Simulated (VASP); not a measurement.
# Lattice vibrations of BaHoFe2O5

Wanted: whether BaHoFe2O5 is dynamically stable, and its vibrational spectrum. The start is a cell from a database of measured crystal structures.

Method: PBE, spin-polarised from a ferromagnetic start, 4f electrons in the core; plane waves and PAW (Ho_3, Ba_sv, Fe, O), in VASP 6.6.1.

## 1. The starting structure

The structure is tetragonal, space group P4/mmm (No. 123). Conventional cell: a = 3.926 Å, b = 3.926 Å, c = 7.562 Å, α = 90.00°, β = 90.00°, γ = 90.00°. Ho has 8 O at 2.41 Å nearest. Nearest to Ba lie 12 O at 2.78 to 3.08 Å. Fe has 5 O at 2.00 Å nearest. O has 2 Fe at 2.00 Å and 2 Ho at 2.41 Å and 2 Ba at 3.08 Å nearest. Nearest to O lie 2 Fe at 2.00 Å and 4 Ba at 2.78 Å. Farther neighbours and most contacts between anions are not listed.

## 2. Relax the host

The later steps need the crystal at this functional's own lattice; a raised cutoff keeps the stress reliable while the cell changes.

The input, INCAR:

```
SYSTEM = BaHoFe2O5
PREC = Normal
ENCUT = 520
EDIFF = 1E-05
NELM = 120
ISMEAR = 0
SIGMA = 0.05
LREAL = Auto
ALGO = Normal
GGA = PE
NBANDS = 50
ISPIN = 2
MAGMOM = 0 0 3 3 0 0 0 0 0
LASPH = .TRUE.
LMAXMIX = 6
LORBIT = 11
LWAVE = .FALSE.
LCHARG = .FALSE.
KPAR = 4
IBRION = 2
NSW = 40
ISIF = 3
EDIFFG = -0.03
POTIM = 0.4
```

The input, POSCAR:

```
BaHoFe2O5
1.0
    3.9256580000      0.0000000000      0.0000000000
    0.0000000000      3.9256580000      0.0000000000
    0.0000000000      0.0000000000      7.5618600000
Ho Ba Fe O
1 1 2 5
Direct
    0.0000000000      0.0000000000      0.5000000000
    0.0000000000      0.0000000000      0.0000000000
    0.5000000000      0.5000000000      0.7357900000
    0.5000000000      0.5000000000      0.2642100000
    0.0000000000      0.5000000000      0.6857000000
    0.0000000000      0.5000000000      0.3143000000
    0.5000000000      0.0000000000      0.6857000000
    0.5000000000      0.0000000000      0.3143000000
    0.5000000000      0.5000000000      0.0000000000
```

The input, KPOINTS:

```
Automatic mesh
0
Gamma
4 4 2
0 0 0
```

The projector-augmented-wave data sets are Ho_3, Ba_sv, Fe and O (PBE family, release 64).

Command:

```console
$ mpirun -np 4 vasp_std
```

Output:

```text
[banner, memory and clock lines left out]
running    4 mpi-ranks, on    1 nodes
 distrk:  each k-point on    1 cores,    4 groups
 distr:  one band on    1 cores,    1 groups

 POSCAR found type information on POSCAR HoBaFeO
 POSCAR found :  4 types and       9 ions
 LDA part: xc-table for (Slater+PW92), standard interpolation
 POSCAR, INCAR and KPOINTS ok, starting setup
 FFT: planning ... GRIDC
 FFT: planning ... GRID_SOFT
 FFT: planning ... GRID
 WAVECAR not read
 entering main loop
       N       E                     dE             d eps       ncg     rms          rms(c)
DAV:   1     0.794712473178E+03    0.79471E+03   -0.27292E+04  2448   0.137E+03
DAV:   2     0.372539773565E+02   -0.75746E+03   -0.68151E+03  3184   0.455E+02
DAV:   3    -0.766241345299E+02   -0.11388E+03   -0.10816E+03  3812   0.177E+02
DAV:   4    -0.819259157973E+02   -0.53018E+01   -0.51733E+01  3912   0.397E+01
DAV:   5    -0.820931358487E+02   -0.16722E+00   -0.16544E+00  3744   0.647E+00    0.396E+01
DAV:   6    -0.840283115032E+02   -0.19352E+01   -0.14703E+02  3860   0.931E+01    0.736E+01
DAV:   7    -0.665407351381E+02    0.17488E+02   -0.52057E+01  3308   0.106E+02    0.201E+01
DAV:   8    -0.672364115178E+02   -0.69568E+00   -0.89503E+00  3576   0.145E+01    0.121E+01
DAV:   9    -0.670958742656E+02    0.14054E+00   -0.15236E+00  4448   0.147E+01    0.540E+00
DAV:  10    -0.671940651410E+02   -0.98191E-01   -0.39360E-01  3584   0.363E+00    0.389E+00
DAV:  11    -0.671987965548E+02   -0.47314E-02   -0.93274E-02  3920   0.303E+00    0.202E+00
DAV:  12    -0.671904875587E+02    0.83090E-02   -0.43370E-02  3840   0.261E+00    0.833E-01
DAV:  13    -0.671892137112E+02    0.12738E-02   -0.15261E-02  4288   0.121E+00    0.310E-01
DAV:  14    -0.671893805264E+02   -0.16682E-03   -0.18326E-03  3392   0.265E-01    0.109E-01
DAV:  15    -0.671893624368E+02    0.18090E-04   -0.40909E-04  3512   0.130E-01    0.504E-02
DAV:  16    -0.671893676062E+02   -0.51694E-05   -0.58127E-05  3192   0.440E-02
   1 F= -.67189368E+02 E0= -.67184191E+02  d E =-.671894E+02  mag=     7.7880
 curvature:   0.00 expect dE= 0.000E+00 dE for cont linesearch  0.000E+00
 trial: gam= 0.00000 g(F)=  0.449E-01 g(S)=  0.104E-01 ort = 0.000E+00 (trialstep = 0.100E+01)
 search vector abs. value=  0.552E-01
 bond charge predicted
       N       E                     dE             d eps       ncg     rms          rms(c)
DAV:   1    -0.672122781893E+02   -0.22916E-01   -0.84465E+00  2878   0.129E+01    0.280E+00
DAV:   2    -0.672324017264E+02   -0.20124E-01   -0.50334E-01  3276   0.570E+00    0.227E+00
DAV:   3    -0.672390404096E+02   -0.66387E-02   -0.45246E-02  4350   0.211E+00    0.727E-01
DAV:   4    -0.672370157527E+02    0.20247E-02   -0.56709E-03  4044   0.726E-01    0.479E-01
DAV:   5    -0.672361007228E+02    0.91503E-03   -0.24205E-03  4120   0.321E-01    0.229E-01
DAV:   6    -0.672360967120E+02    0.40108E-05   -0.54771E-04  3936   0.143E-01    0.992E-02
DAV:   7    -0.672360987608E+02   -0.20488E-05   -0.89459E-05  3830   0.991E-02
   2 F= -.67236099E+02 E0= -.67233222E+02  d E =-.467312E-01  mag=     7.7460
[... from here on, the cycles between the ionic steps are left out ...]
   3 F= -.67238160E+02 E0= -.67233877E+02  d E =-.487921E-01  mag=     7.4803
   4 F= -.67262377E+02 E0= -.67260609E+02  d E =-.730090E-01  mag=     7.6842
   5 F= -.67285537E+02 E0= -.67284589E+02  d E =-.231606E-01  mag=     7.7400
   6 F= -.67285934E+02 E0= -.67285068E+02  d E =-.235577E-01  mag=     7.7442
   7 F= -.67291395E+02 E0= -.67290516E+02  d E =-.546091E-02  mag=     7.7459
   8 F= -.67292059E+02 E0= -.67291169E+02  d E =-.612441E-02  mag=     7.7451
   9 F= -.67292069E+02 E0= -.67291180E+02  d E =-.613462E-02  mag=     7.7452
  10 F= -.67291904E+02 E0= -.67291019E+02  d E =-.596960E-02  mag=     7.7457
  11 F= -.67292061E+02 E0= -.67291173E+02  d E =-.612713E-02  mag=     7.7453
  12 F= -.67292366E+02 E0= -.67291455E+02  d E =-.304617E-03  mag=     7.7427
  13 F= -.67292367E+02 E0= -.67291452E+02  d E =-.305967E-03  mag=     7.7424
  14 F= -.67292367E+02 E0= -.67291456E+02  d E =-.306013E-03  mag=     7.7426
 curvature:  -0.10 expect dE=-0.255E-04 dE for cont linesearch -0.139E-06
 trial: gam= 0.61138 g(F)=  0.127E-03 g(S)=  0.128E-03 ort =-0.260E-04 (trialstep = 0.115E+01)
 search vector abs. value=  0.404E-03
 bond charge predicted
       N       E                     dE             d eps       ncg     rms          rms(c)
DAV:   1    -0.672919025705E+02    0.46828E-03   -0.91979E-02  2458   0.119E+00    0.213E-01
DAV:   2    -0.672925048117E+02   -0.60224E-03   -0.26220E-03  3536   0.348E-01    0.115E-01
DAV:   3    -0.672925927560E+02   -0.87944E-04   -0.94477E-05  3414   0.780E-02    0.436E-02
DAV:   4    -0.672925868646E+02    0.58914E-05   -0.64758E-06  1570   0.276E-02
  15 F= -.67292587E+02 E0= -.67291679E+02  d E =-.219424E-03  mag=     7.7423
 trial-energy change:   -0.000219  1 .order   -0.000238   -0.000275   -0.000202
 step:   4.3247(harm=  4.3247)  dis= 0.00982  next Energy=   -67.292885 (dE=-0.518E-03)
 reached required accuracy - stopping structural energy minimisation
```

Wall time 2.7 min (4 MPI ranks of Intel Xeon 6975P-C (Granite Rapids), shared host); peak memory 1 GiB.

Lines that name or quote the potential files are left out of all logs, and their timing lines are given in words.

Parts of OUTCAR (step 2):

```text
ion  position               nearest neighbor table
   1  0.000  0.000  0.500-   5 2.41   6 2.41   7 2.41   8 2.41   5 2.41   6 2.41   7 2.41   8 2.41
                             3 3.30   4 3.30   3 3.30   4 3.30   3 3.30   4 3.30   3 3.30   4 3.30
   2  0.000  0.000  0.000-   9 2.78   9 2.78   9 2.78   9 2.78   5 3.08   5 3.08   6 3.08   6 3.08
                             7 3.08   8 3.08   7 3.08   8 3.08   3 3.42   4 3.42   4 3.42   4 3.42
   3  0.500  0.500  0.736-   9 2.00   7 2.00   5 2.00   7 2.00   5 2.00   1 3.30   1 3.30   1 3.30
                             1 3.30   2 3.42   2 3.42   2 3.42   2 3.42
   4  0.500  0.500  0.264-   9 2.00   8 2.00   6 2.00   8 2.00   6 2.00   1 3.30   1 3.30   1 3.30
                             1 3.30   2 3.42   2 3.42   2 3.42   2 3.42
   5  0.000  0.500  0.686-   3 2.00   3 2.00   1 2.41   1 2.41   2 3.08   2 3.08
   6  0.000  0.500  0.314-   4 2.00   4 2.00   1 2.41   1 2.41   2 3.08   2 3.08
   7  0.500  0.000  0.686-   3 2.00   3 2.00   1 2.41   1 2.41   2 3.08   2 3.08
   8  0.500  0.000  0.314-   4 2.00   4 2.00   1 2.41   1 2.41   2 3.08   2 3.08
   9  0.500  0.500  0.000-   3 2.00   4 2.00   2 2.78   2 2.78   2 2.78   2 2.78

  LATTYP: Found a simple tetragonal cell.
 ALAT       =     3.9256580000
 C/A-ratio  =     1.9262656095

 Subroutine GETGRP returns: Found 16 space group operations
 (whereof 16 operations were pure point group operations)

The static configuration has the point symmetry D_4h.

 Found     12 irreducible k-points:

   k-points           NKPTS =     12   k-points in BZ     NKDIM =     12   number of bands    NBANDS=     50

   dimension x,y,z NGX =    24 NGY =   24 NGZ =   42
   dimension x,y,z NGXF=    48 NGYF=   48 NGZF=   84

   ENCUT  =  520.0 eV  38.22 Ry    6.18 a.u.   7.30  7.30 14.06*2*pi/ulx,y,z

   NELECT =      65.0000    total number of electrons

 k-points in reciprocal lattice and weights: Automatic mesh
   0.00000000  0.00000000  0.00000000       0.031
   0.25000000  0.00000000  0.00000000       0.125
   0.50000000  0.00000000  0.00000000       0.062
   0.25000000  0.25000000  0.00000000       0.125
   0.50000000  0.25000000  0.00000000       0.125
   0.50000000  0.50000000  0.00000000       0.031
   0.00000000  0.00000000  0.50000000       0.031
   0.25000000  0.00000000  0.50000000       0.125
   0.50000000  0.00000000  0.50000000       0.062
   0.25000000  0.25000000  0.50000000       0.125
   0.50000000  0.25000000  0.50000000       0.125
   0.50000000  0.50000000  0.50000000       0.031

 average (electrostatic) potential at core
       1 -32.0061       2 -34.3156       3 -45.8268       4 -45.8268       5 -71.0425
       6 -71.0425       7 -71.0425       8 -71.0425       9 -70.1007

 E-fermi :   4.7460

 spin component 1
 k-point     1 :       0.0000    0.0000    0.0000
  band No.  band energies     occupation
    ...
     33       2.3654      1.00000
     34       2.7204      1.00000
     35       3.1022      1.00000
     36       3.1022      1.00000
     37       4.0857      1.00000
     38       6.5896      0.00000
     39       7.2083      0.00000
     40       7.3336      0.00000
     41       8.9561      0.00000
     42       9.8014      0.00000
    ...

 k-point     2 :       0.2500    0.0000    0.0000
  band No.  band energies     occupation
    ...
     33       2.3961      1.00000
     34       2.9001      1.00000
     35       3.2937      1.00000
     36       3.3157      1.00000
     37       4.4820      1.00000
     38       7.4779      0.00000
     39       8.2432      0.00000
     40       8.4873      0.00000
     41       8.8403      0.00000
     42      10.3952      0.00000
    ...

 k-point     3 :       0.5000    0.0000    0.0000
  band No.  band energies     occupation
    ...
     33       2.7374      1.00000
     34       3.0161      1.00000
     35       3.2911      1.00000
     36       3.3599      1.00000
     37       4.6882      0.94897
     38       8.0223      0.00000
     39       8.7440      0.00000
     40       9.5842      0.00000
     41       9.6196      0.00000
     42       9.7282      0.00000
    ...

 k-point     4 :       0.2500    0.2500    0.0000
  band No.  band energies     occupation
    ...
     33       2.6887      1.00000
     34       2.7581      1.00000
     35       4.3870      1.00000
     36       4.5307      1.00000
     37       4.6076      0.99995
     38       7.8862      0.00000
     39       8.2878      0.00000
     40       9.2170      0.00000
     41       9.6017      0.00000
     42      10.1622      0.00000
    ...

 k-point     5 :       0.5000    0.2500    0.0000
  band No.  band energies     occupation
    ...
     31       2.4777      1.00000
     32       2.7431      1.00000
     33       2.7662      1.00000
     34       2.9295      1.00000
     35       4.2834      1.00000
     36       5.0108      0.00000
     37       5.1741      0.00000
     38       7.8927      0.00000
     39       8.3550      0.00000
     40       9.2909      0.00000
    ...

 k-point     6 :       0.5000    0.5000    0.0000
  band No.  band energies     occupation
    ...
     31       2.7735      1.00000
     32       2.7904      1.00000
     33       3.0556      1.00000
     34       3.0556      1.00000
     35       4.1589      1.00000
     36       6.0030      0.00000
     37       6.0777      0.00000
     38       7.3703      0.00000
     39       8.5312      0.00000
     40       8.8219      0.00000
    ...

  Total        0.0905191      0.0905191      0.0792597      0.0000000     -0.0000000      0.0000000
  in kB        1.2662884      1.2662884      1.1087792      0.0000000     -0.0000000      0.0000000
  external PRESSURE =       1.2137853 kB  Pullay stress =       0.0000000 kB

  energy-cutoff  :      520.00
  volume of cell :      114.53
      direct lattice vectors                 reciprocal lattice vectors
     3.913795601 -0.000000000 -0.000000000     0.255506445 -0.000000000  0.000000000
    -0.000000000  3.913795601  0.000000000     0.000000000  0.255506445 -0.000000000
    -0.000000000  0.000000000  7.476906110     0.000000000 -0.000000000  0.133745159

 POSITION                                       TOTAL-FORCE (eV/Angst)
 -----------------------------------------------------------------------------------
     -0.00000      0.00000      3.73845        -0.000000      0.000000      0.000000
      0.00000      0.00000      0.00000        -0.000000      0.000000      0.000000
      1.95690      1.95690      5.40856         0.000000     -0.000000     -0.025887
      1.95690      1.95690      2.06834        -0.000000      0.000000      0.025887
     -0.00000      1.95690      5.15722         0.000000     -0.000000     -0.009811
     -0.00000      1.95690      2.31969        -0.000000      0.000000      0.009811
      1.95690      3.91380      5.15722         0.000000     -0.000000     -0.009811
      1.95690      0.00000      2.31969        -0.000000      0.000000      0.009811
      1.95690      1.95690      0.00000        -0.000000      0.000000      0.000000
 -----------------------------------------------------------------------------------
    total drift:                                0.000000     -0.000000      0.000000

  FREE ENERGIE OF THE ION-ELECTRON SYSTEM (eV)
  ---------------------------------------------------
  free  energy   TOTEN  =       -67.2925868646 eV

  energy  without entropy=      -67.2907712016  energy(sigma->0) =      -67.29167903

 reached required accuracy - stopping structural energy minimisation

 total charge
# of ion       s       p       d       tot
------------------------------------------
    1        0.309   6.757   1.155   8.221
    2        2.005   5.635   0.299   7.939
    3        0.368   0.521   6.057   6.947
    4        0.368   0.521   6.057   6.947
    5        1.558   3.455   0.000   5.013
    6        1.558   3.455   0.000   5.013
    7        1.558   3.455   0.000   5.013
    8        1.558   3.455   0.000   5.013
    9        1.560   3.408   0.000   4.968
--------------------------------------------------
tot         10.843  30.664  13.569  55.076

 magnetization (x)
# of ion       s       p       d       tot
------------------------------------------
    1        0.003   0.003  -0.026  -0.019
    2       -0.001   0.001  -0.009  -0.009
    3        0.027   0.031   3.291   3.349
    4        0.027   0.031   3.291   3.349
    5        0.012   0.133   0.000   0.145
    6        0.012   0.133   0.000   0.145
    7        0.012   0.133   0.000   0.145
    8        0.012   0.133   0.000   0.145
    9        0.012   0.262   0.000   0.274
--------------------------------------------------
tot          0.114   0.860   6.548   7.521

[... 6 further parts left out ...]
```

CONTCAR:

```
BaHoFe2O5
   1.00000000000000
     3.9137956014854836   -0.0000000000000000   -0.0000000000000000
    -0.0000000000000000    3.9137956014854836    0.0000000000000000
    -0.0000000000000000    0.0000000000000000    7.4769061098884313
  Ho              Ba              Fe              O
     1     1     2     5
Direct
     0.0000000000000000    0.0000000000000000    0.5000000000000000
     0.0000000000000000    0.0000000000000000    0.0000000000000000
     0.5000000000000000    0.5000000000000000    0.7233690760214092
     0.5000000000000000    0.5000000000000000    0.2766309239785907
     0.0000000000000000    0.5000000000000000    0.6897528588628157
     0.0000000000000000    0.5000000000000000    0.3102471411371843
     0.5000000000000000    1.0000000000000000    0.6897528588628157
     0.5000000000000000    0.0000000000000000    0.3102471411371843
     0.5000000000000000    0.5000000000000000    0.0000000000000000
```

The data set Ho_3 holds the 4f electrons frozen in the core, so no f bands or f moments appear. The magnetic state follows from one typed start and may not be the lowest. The k-mesh is coarse for a metal. Harder data sets than Ba_sv exist (the GW ones), and pressures, volumes and forces can shift noticeably with them. Oxides and halides of Fe are often magnetic insulators, and a metal at this level, without U or exact exchange, may be an artefact, though some of them are metals in fact. The run keeps the 16 symmetry operations of its start, so it cannot find a distortion of lower symmetry.

Relaxation path:

| step | energy less that of the first step (eV) | largest force (eV/Å) | pressure (GPa) | volume (Å³) |
| --- | --- | --- | --- | --- |
| 1 | 0.0000 | 0.6187 | -1.09 | 116.53 |
| 2 | -0.0467 | 0.6481 | 0.30 | 115.35 |
| 3 | -0.0488 | 0.1520 | 3.10 | 112.40 |
| 4 | -0.0730 | 0.3200 | 1.64 | 113.84 |
| 5 | -0.0962 | 0.1092 | 0.10 | 114.73 |
| 6 | -0.0966 | 0.1255 | -0.09 | 114.86 |
| 7 | -0.1020 | 0.0500 | -0.22 | 114.79 |
| 8 | -0.1027 | 0.0401 | -0.21 | 114.75 |
| 9 | -0.1027 | 0.0380 | -0.19 | 114.75 |
| 10 | -0.1025 | 0.0364 | -0.24 | 114.77 |
| 11 | -0.1027 | 0.0367 | -0.20 | 114.76 |
| 12 | -0.1030 | 0.0363 | 0.09 | 114.52 |
| 13 | -0.1030 | 0.0351 | 0.15 | 114.50 |
| 14 | -0.1030 | 0.0362 | 0.14 | 114.51 |
| 15 | -0.1032 | 0.0259 | 0.12 | 114.53 |

| conventional cell, symmetrised | before | after | change |
| --- | --- | --- | --- |
| a (Å) | 3.926 | 3.914 | -0.3 % |
| b (Å) | 3.926 | 3.914 | -0.3 % |
| c (Å) | 7.562 | 7.477 | -1.1 % |
| volume (Å³/atom) | 12.95 | 12.73 | -1.7 % |

The atoms that moved most (Å, as changes of fractional coordinates times the final cell):

| atom | dx | dy | dz | length |
| --- | --- | --- | --- | --- |
| Fe3 | 0.000 | 0.000 | -0.093 | 0.093 |
| Fe4 | 0.000 | 0.000 | 0.093 | 0.093 |
| O6 | 0.000 | 0.000 | -0.030 | 0.030 |
| O5 | 0.000 | 0.000 | 0.030 | 0.030 |
| O7 | 0.000 | 0.000 | 0.030 | 0.030 |
| O8 | 0.000 | 0.000 | -0.030 | 0.030 |

The relaxed structure:

```xyz
9
Lattice="3.9138 0.0000 0.0000 0.0000 3.9138 0.0000 0.0000 0.0000 7.4769" Properties=species:S:1:pos:R:3 pbc="T T T"
Ho    0.0000    0.0000    3.7385
Ba    0.0000    0.0000    0.0000
Fe    1.9569    1.9569    5.4086
Fe    1.9569    1.9569    2.0683
O     0.0000    1.9569    5.1572
O     0.0000    1.9569    2.3197
O     1.9569    0.0000    5.1572
O     1.9569    0.0000    2.3197
O     1.9569    1.9569    0.0000
```

Numbers from this step:

```
electronic cycles                                 : 109
electrons                                         : 65
free energy (TOTEN)                               : -67.2926 eV
energy at zero smearing                           : -67.2917 eV
Fermi energy                                      : 4.746 eV
pressure                                          : 0.1214 GPa
moment of the cell, from the last line of the log : 7.742 μB
labelled metallic, from the levels on this mesh   : yes
```

Spin moment in the PAW sphere by atom:

| atom | spin moment in the PAW sphere (μB) |
| --- | --- |
| Ho1 | -0.02 |
| Ba2 | -0.01 |
| Fe3 | 3.35 |
| Fe4 | 3.35 |
| O5 | 0.14 |
| O6 | 0.14 |
| O7 | 0.14 |
| O8 | 0.14 |
| O9 | 0.27 |

The run ended after 15 ionic steps, 0.103 eV below its first step, once forces and stress met EDIFFG = -0.03.

(Continued in part 2 of 3.)

[Lines on the potential files, build, host, timing and source positions are cut from VASP's logs without a mark.]

[Logs are printed without paths, hosts, clocks, repeated set-up lines and the standing remarks that a program may print on its own settings, such as how far it seeks lower states.]

[Hosts, paths, dates, database ids (printed as entryN), source tags and the programs' standing remarks are cut or masked in the printed files.]

[Runs that stopped without an error message from VASP are left out.]
